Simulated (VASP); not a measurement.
Given:

```yaml
crystal:
  lattice:
    - [0.00000, 2.60490, 2.60490]
    - [2.60490, 0.00000, 2.60490]
    - [10.53547, 10.53547, -0.11587]
  atoms:
    - { symbol: Ga, position: [0.02044, 0.02044, 0.98467] }
    - { symbol: Ga, position: [0.98341, 0.98341, 0.26244] }
    - { symbol: As, position: [0.24602, 0.24602, 0.06549] }
    - { symbol: As, position: [0.20954, 0.20954, 0.34284] }
    - { symbol: As, position: [0.24784, 0.24784, 0.56412] }
    - { symbol: As, position: [0.28627, 0.28627, 0.78530] }
    - { symbol: B, position: [0.98426, 0.98426, 0.51181] }
    - { symbol: B, position: [0.02223, 0.02223, 0.73333] }
```

Level of theory: PBEsol GGA, VASP's PBE PAW potentials (set 64) (plane waves; VASP 6.6.1). Numerical set-up: 520 eV cut-off, 8×8×2 Γ-centred mesh, tetrahedra with Blöchl corrections, potentials Ga_d As B.

The cores are frozen, which limits the accuracy of field gradients.

Task: Give the principal components of the electric field gradient (V/Å²) and the asymmetry η at each nucleus.

Result: 
| atom | Vxx | Vyy | Vzz | η |
|---|---|---|---|---|
| Ga1 | -5.8 | -5.8 | 11.6 | 0.00 |
| Ga2 | -12.1 | -12.1 | 24.1 | 0.00 |
| As3 | -47.0 | -47.0 | 93.9 | 0.00 |
| As4 | -33.8 | -33.8 | 67.6 | 0.00 |
| As5 | 31.2 | 31.2 | -62.4 | 0.00 |
| As6 | 27.5 | 27.5 | -55.0 | 0.00 |
| B7 | 2.0 | 2.0 | -3.9 | 0.00 |
| B8 | 3.5 | 3.5 | -7.1 | 0.00 |

The structure was generated: Ga2As4B2 was put into an ordered model structure (R3m), which need not be its known phase. It was relaxed first.
